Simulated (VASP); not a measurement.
Level of theory: PBE GGA, VASP's PBE PAW potentials (set 64) (plane waves; VASP 6.6.1).

VASP input:

File POSCAR:
```
WSi2
1
    3.1779000000     0.0000000000     0.0000000000
    0.0000000000     3.1779000000     0.0000000000
    0.0000000000     0.0000000000    30.3680000000
Si W
8 4
Direct
  0.5000000000   0.5000000000   0.2634350000
  0.0000000000   0.0000000000   0.3072680000
  0.0000000000   0.0000000000   0.3923540000
  0.5000000000   0.5000000000   0.4361860000
  0.5000000000   0.5000000000   0.5212720000
  0.0000000000   0.0000000000   0.5651050000
  0.0000000000   0.0000000000   0.6501910000
  0.5000000000   0.5000000000   0.6940230000
  0.0000000000   0.0000000000   0.4787280000
  0.5000000000   0.5000000000   0.3498090000
  0.0000000000   0.0000000000   0.7365650000
  0.5000000000   0.5000000000   0.6076460000
```

**INCAR**
```
! general
SYSTEM   =  WSi2
PREC     =  Accurate
ENCUT    =  300   ! plane-wave cut-off (eV)
LREAL    =  .FALSE.   ! projection in real space or not
LASPH    =  .TRUE.   ! aspherical one-centre terms

! electronic loop
EDIFF    =  1E-6
NELM     =  100   ! most electronic steps
ALGO     =  Normal   ! blocked Davidson
LMAXMIX  =  6   ! l cut-off of mixed one-centre charges

! smearing
ISMEAR   =  1   ! Methfessel-Paxton
SIGMA    =  0.272

! functional
GGA      =  PE

! ions
ISIF     =  2   ! forces and stress, cell fixed

! output
LWAVE    =  .FALSE.
LCHARG   =  .FALSE.

! other
LDIPOL   =  .TRUE.
IDIPOL   =  3
DIPOL    =  0.5 0.5 0.5
```

**KPOINTS**
```
Automatic mesh
0
Gamma
7 7 1
0 0 0
```

POTCAR, in this order: Si W_sv (PBE.64 set). Program: vasp_std.

At this cut-off the stress carries a Pulay error, which pulls relaxed volumes low. The cell holds a wide vacuum, so values per volume refer to the whole cell. Unless said otherwise, spin-orbit coupling is left out, though it shifts the bands of the heavy elements here.

### Question
Predict the energy per atom (σ→0), largest force, band gap (on the k-mesh).

### Answer

```json
{
  "energy per atom (σ→0)": "-759.1 kJ/mol-atom",
  "band gap (on the k-mesh)": "none (metal, semimetal or under 0.01 eV)",
  "largest_force": "1.347 eV/Å"
}
```

### OSZICAR
```
...
DAV:  50    -0.944212400075E+02   -0.52608E-05   -0.33134E-06   908   0.501E-03    0.674E-03
DAV:  51    -0.944212380851E+02    0.19224E-05   -0.21301E-05   892   0.736E-03    0.468E-03
DAV:  52    -0.944212452261E+02   -0.71411E-05   -0.21625E-06   824   0.431E-03    0.219E-03
DAV:  53    -0.944212510004E+02   -0.57743E-05   -0.86541E-07   824   0.214E-03    0.130E-03
DAV:  54    -0.944212547433E+02   -0.37428E-05   -0.36772E-07   704   0.149E-03    0.123E-03
DAV:  55    -0.944212558538E+02   -0.11105E-05   -0.14544E-07   648   0.901E-04    0.867E-04
DAV:  56    -0.944212560762E+02   -0.22247E-06   -0.30818E-08   604   0.608E-04
   1 F= -.94421256E+02 E0= -.94414422E+02  d E =-.205033E-01
```

The cell is a sheet with vacuum, built from a generated structure.
